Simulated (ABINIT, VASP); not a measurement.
An input for ABINIT (PBE, PAW (JTH v2.0 PBE PAW)):

```
# RuAl, JTH v2.0 PBE PAW
pp_dirpath "./"
pseudos "Al.GGA_PBE-JTH.xml, Ru.GGA_PBE-JTH.xml"
acell 5.6502811126 5.6502811126 5.6502811126
rprim
         1.0000000000    0.0000000000    0.0000000000
         0.0000000000    1.0000000000    0.0000000000
         0.0000000000    0.0000000000    1.0000000000
natom 2
ntypat 2
znucl 13 44
typat 1 2
xred
         0.4975390000    0.4920570000    0.4945840000
         0.0024610000    0.0079430000    0.0054160000
ecut 21 Ha
pawecutdg 42 Ha
pawxcdev 0
occopt 7
tsmear 0.05 eV
nband 15
kptopt 1
ngkpt 7 7 7
nshiftk 1
shiftk 0 0 0
nstep 60
tolvrs 1.0e-10
prtwf 0
prtden 0
enunit 1
```

### Question
Write the VASP files for the same calculation.

### Answer
One set of files that does it:

**INCAR**
```
SYSTEM = RuAl
PREC = Accurate
ENCUT = 300
EDIFF = 1E-6
NELM = 100
ALGO = Normal
LREAL = .FALSE.
LASPH = .TRUE.
ISMEAR = 0
SIGMA = 0.05
GGA = PE
LMAXMIX = 4
LWAVE = .FALSE.
LCHARG = .FALSE.
ISIF = 2
```

File POSCAR:
```
RuAl
1
    2.9900000000     0.0000000000     0.0000000000
    0.0000000000     2.9900000000     0.0000000000
    0.0000000000     0.0000000000     2.9900000000
Al Ru
1 1
Direct
  0.4975390000   0.4920570000   0.4945840000
  0.0024610000   0.0079430000   0.0054160000
```

KPOINTS:
```
Regular mesh
0
G
  7 7 7
```

POTCAR, in this order: Al Ru_pv (PBE.64 set). Program: vasp_std.

The two runs describe the same crystal, functional and task. Each code takes its own potentials, basis and convergence tests.

The structure is a typed RuAl crystal. The cell was not relaxed at this level, atoms are displaced from their ideal sites, and it may have been scaled.
